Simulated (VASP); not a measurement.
These are RPBE GGA, VASP's PBE PAW potentials (set 64) (plane waves; VASP) values and carry that method's errors.

VASP ran on this input.

### POSCAR
```
Zr
1.0
  1.5968013609  -2.7657410321   0.0000000000
  1.5968013609   2.7657410321   0.0000000000
  0.0000000000   0.0000000000   5.1018226534
Zr
2
Cartesian
  1.5968013609   0.9219155212   1.2754556634
  1.5968013609  -0.9219155212   3.8263669901
```

**KPOINTS**
```
Automatic mesh
0
Gamma
13 13 7
0 0 0
```

**INCAR**
```
ALGO  =  Normal
EDIFF  =  1E-7
EDIFFG  =  -0.01
ENCUT  =  520
GGA  =  RP
IBRION  =  2
ISIF  =  4
ISMEAR  =  1
LASPH  =  T
LCHARG  =  F
LMAXMIX  =  4
LREAL  =  F
LWAVE  =  F
NELM  =  100
NSW  =  30
PREC  =  Accurate
SIGMA  =  0.1
SYSTEM  =  Zr
```

POTCAR, in this order: Zr_sv (PBE.64 set). Program: vasp_std.

Output of the run:

### OUTCAR
```
 ion  position               nearest neighbor table
   1  0.333  0.667  0.250-   2 3.15   2 3.15   2 3.15   2 3.15   2 3.15   2 3.15
   2  0.667  0.333  0.750-   1 3.15   1 3.15   1 3.15   1 3.15   1 3.15   1 3.15
  LATTYP: Found a hexagonal cell.
 ALAT       =     3.1936026745
 C/A-ratio  =     1.5975132705
 Subroutine PRICEL returns:
 Original cell was already a primitive cell.
 Subroutine GETGRP returns: Found 24 space group operations
The static configuration has the point symmetry D_3d.
 The point group associated with its full space group is D_6h.
The dynamic configuration has the point symmetry D_3d.
 Subroutine INISYM returns: Found 24 space group operations
 Subroutine IBZKPT returns following result:
 Found     84 irreducible k-points:

 Following reciprocal coordinates:
            Coordinates               Weight
  0.000000  0.000000  0.000000      1.000000
  0.076923  0.000000  0.000000      6.000000
  0.153846 -0.000000  0.000000      6.000000
  0.230769  0.000000  0.000000      6.000000
  0.307692 -0.000000  0.000000      6.000000
  0.384615  0.000000  0.000000      6.000000
  0.461538  0.000000  0.000000      6.000000
  0.076923  0.076923  0.000000      6.000000
  0.153846  0.076923  0.000000     12.000000
  0.230769  0.076923  0.000000     12.000000
  0.307692  0.076923  0.000000     12.000000
  0.384615  0.076923  0.000000     12.000000
  0.461538  0.076923  0.000000      6.000000
  0.153846  0.153846  0.000000      6.000000
  0.230769  0.153846  0.000000     12.000000
  0.307692  0.153846  0.000000     12.000000
  0.384615  0.153846  0.000000     12.000000
  0.230769  0.230769  0.000000      6.000000
  0.307692  0.230769  0.000000     12.000000
  0.384615  0.230769  0.000000      6.000000
  0.307692  0.307692  0.000000      6.000000
  0.000000  0.000000  0.142857      2.000000
  0.076923  0.000000  0.142857     12.000000
  0.153846 -0.000000  0.142857     12.000000
  0.230769  0.000000  0.142857     12.000000
  0.307692 -0.000000  0.142857     12.000000
  0.384615  0.000000  0.142857     12.000000
  0.461538  0.000000  0.142857     12.000000
  0.076923  0.076923  0.142857     12.000000
  0.153846  0.076923  0.142857     24.000000
  0.230769  0.076923  0.142857     24.000000
  0.307692  0.076923  0.142857     24.000000
  0.384615  0.076923  0.142857     24.000000
  0.461538  0.076923  0.142857     12.000000
  0.153846  0.153846  0.142857     12.000000
  0.230769  0.153846  0.142857     24.000000
  0.307692  0.153846  0.142857     24.000000
  0.384615  0.153846  0.142857     24.000000
  0.230769  0.230769  0.142857     12.000000
  0.307692  0.230769  0.142857     24.000000
   k-points           NKPTS =     84   k-points in BZ     NKDIM =     84   number of bands    NBANDS=     16
   number of dos      NEDOS =    301   number of ions     NIONS =      2
   total plane-waves  NPLWV =  23040
   dimension x,y,z NGX =    24 NGY =   24 NGZ =   40
   dimension x,y,z NGXF=    48 NGYF=   48 NGZF=   80
   ions per type =               2
   PREC   = accura    normal or accurate (medium, high low for compatibility)
   ISTART =      0    job   : 0-new  1-cont  2-samecut
   ICHARG =      2    charge: 1-file 2-atom 10-const
   ISPIN  =      1    spin polarized calculation?
   LNONCOLLINEAR =      F non collinear calculations
   LSORBIT =      F    spin-orbit coupling
   INIWAV =      1    electr: 0-lowe 1-rand  2-diag
   ENCUT  =  520.0 eV  38.22 Ry    6.18 a.u.   5.94  5.94  9.49*2*pi/ulx,y,z
   NELM   =    100;   NELMIN=  2; NELMDL= -5     # of ELM steps
   EDIFF  = 0.1E-06   stopping-criterion for ELM
   LREAL  =      F    real-space projection
...
```

File OSZICAR:
```
       N       E                     dE             d eps       ncg     rms          rms(c)
DAV:   1     0.221072480107E+03    0.22107E+03   -0.13744E+04  2688   0.150E+03
DAV:   2    -0.199055546867E+01   -0.22306E+03   -0.22120E+03  3336   0.415E+02
DAV:   3    -0.165050179372E+02   -0.14514E+02   -0.14438E+02  5120   0.792E+01
DAV:   4    -0.167442264673E+02   -0.23921E+00   -0.23900E+00  2912   0.115E+01
DAV:   5    -0.167509366542E+02   -0.67102E-02   -0.67097E-02  4312   0.129E+00    0.148E+01
DAV:   6    -0.162264372115E+02    0.52450E+00   -0.86879E-01  2760   0.856E+00    0.592E+00
DAV:   7    -0.161307434985E+02    0.95694E-01   -0.59925E-01  3816   0.625E+00    0.111E+00
DAV:   8    -0.161394596924E+02   -0.87162E-02   -0.44452E-02  3552   0.176E+00    0.299E-01
DAV:   9    -0.161396896304E+02   -0.22994E-03   -0.18878E-03  3232   0.490E-01    0.445E-02
DAV:  10    -0.161396255260E+02    0.64104E-04   -0.44024E-05  3912   0.473E-02    0.242E-02
DAV:  11    -0.161396259500E+02   -0.42402E-06   -0.14857E-05  2880   0.485E-02    0.509E-03
DAV:  12    -0.161396258478E+02    0.10214E-06   -0.50618E-07  3472   0.525E-03    0.337E-03
DAV:  13    -0.161396253645E+02    0.48335E-06   -0.55306E-08  1800   0.268E-03    0.130E-03
DAV:  14    -0.161396252670E+02    0.97456E-07   -0.17269E-08  1880   0.171E-03
   1 F= -.16139625E+02 E0= -.16139387E+02  d E =-.161396E+02
       N       E                     dE             d eps       ncg     rms          rms(c)
DAV:   1    -0.161437356219E+02   -0.41103E-02   -0.23802E-01  2688   0.459E+00    0.341E-01
DAV:   2    -0.161410471487E+02    0.26885E-02   -0.70139E-03  3080   0.678E-01    0.163E-01
DAV:   3    -0.161402617938E+02    0.78535E-03   -0.31162E-03  3736   0.415E-01    0.273E-02
DAV:   4    -0.161402692202E+02   -0.74264E-05   -0.46902E-05  2976   0.671E-02    0.132E-02
DAV:   5    -0.161402705715E+02   -0.13513E-05   -0.39013E-06  3704   0.200E-02    0.103E-03
DAV:   6    -0.161402707878E+02   -0.21630E-06   -0.61455E-08  2232   0.226E-03    0.603E-04
DAV:   7    -0.161402708532E+02   -0.65346E-07   -0.16237E-08  1776   0.111E-03
   2 F= -.16140271E+02 E0= -.16140123E+02  d E =-.645586E-03
       N       E                     dE             d eps       ncg     rms          rms(c)
DAV:   1    -0.161416130259E+02   -0.13422E-02   -0.84572E-02  2688   0.274E+00    0.203E-01
DAV:   2    -0.161406532635E+02    0.95976E-03   -0.24979E-03  3080   0.405E-01    0.972E-02
DAV:   3    -0.161403705141E+02    0.28275E-03   -0.11259E-03  3696   0.250E-01    0.164E-02
DAV:   4    -0.161403732593E+02   -0.27452E-05   -0.17282E-05  3016   0.406E-02    0.791E-03
DAV:   5    -0.161403734278E+02   -0.16847E-06   -0.13949E-06  3640   0.119E-02    0.606E-04
DAV:   6    -0.161403735538E+02   -0.12605E-06   -0.21787E-08  1912   0.140E-03    0.358E-04
DAV:   7    -0.161403735892E+02   -0.35390E-07   -0.64386E-09  1712   0.689E-04
   3 F= -.16140374E+02 E0= -.16140278E+02  d E =-.748322E-03
```

### OUTCAR
```
------------------------ aborting loop because EDIFF is reached ----------------------------------------
  FORCE on cell =-STRESS in cart. coord.  units (eV):
  Direction    XX          YY          ZZ          XY          YZ          ZX
  --------------------------------------------------------------------------------------
  Total        1.6941113      1.6941112      1.6927441     -0.0000000      0.0000000      0.0000000
  in kB       60.2330369     60.2330342     60.1844278     -0.0000000      0.0000000      0.0000000
  external PRESSURE =      60.2168330 kB  Pullay stress =       0.0000000 kB
  volume of cell :       45.06
      direct lattice vectors                 reciprocal lattice vectors
     1.591859728 -2.757181866  0.000000000     0.314098027 -0.181344585 -0.000000000
     1.591859728  2.757181866  0.000000000     0.314098027  0.181344585 -0.000000000
     0.000000000  0.000000000  5.133547153    -0.000000000  0.000000000  0.194797081
 POSITION                                       TOTAL-FORCE (eV/Angst)
 -----------------------------------------------------------------------------------
      1.59186      0.91906      1.28339        -0.000000     -0.000000      0.000000
      1.59186     -0.91906      3.85016         0.000000      0.000000      0.000000
 -----------------------------------------------------------------------------------
    total drift:                                0.000134      0.001117     -0.000019
  FREE ENERGIE OF THE ION-ELECTRON SYSTEM (eV)
  ---------------------------------------------------
  free  energy   TOTEN  =       -16.1403735892 eV

  energy  without entropy=      -16.1400860179  energy(sigma->0) =      -16.14027773

 reached required accuracy - stopping structural energy minimisation
```
(Selected blocks of OUTCAR.)

File CONTCAR:
```
Zr
   1.00000000000000
     1.5918597280682680   -2.7571818663277448    0.0000000000000000
     1.5918597280682680    2.7571818663277448    0.0000000000000000
     0.0000000000000000    0.0000000000000000    5.1335471526332288
  Zr
     2
Direct
     0.3333330000000032    0.6666669999999968    0.2500000000000000
     0.6666669999999968    0.3333330000000032    0.7500000000000000
```

The compound is Zr in the hcp structure. This cell is one point of a volume scan, at 0.94 of the reference volume. Symmetry was kept, so distortions that lower it aren't found.
